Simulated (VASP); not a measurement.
Here is the system:

```
CaO
1.0
    0.00000     2.39440     2.39440
    2.39440     0.00000     2.39440
    2.39440     2.39440     0.00000
Ca O
1 1
Cartesian
  0.00000   0.00000   0.00000
  2.39440   2.39440   2.39440
```

Level of theory: AM05 GGA, VASP's PBE PAW potentials (set 64) (plane waves; VASP). Numerical set-up: 520 eV cut-off, 11×11×11 Γ-centred mesh, tetrahedra with Blöchl corrections, potentials Ca_sv O.

**Question.** The job: CaO (rock salt), 2 atoms, AM05, static run, 520 eV, 11×11×11 Γ-centred mesh. Roughly how much core time does it take on a busy server core?

**Answer.** About 10 core-seconds (one run on a shared machine, a rough figure). It had 56 irreducible k-points, 12 bands, up to 751 plane waves and 15 electronic steps.

The compound is CaO in the rock salt structure. It was relaxed first.
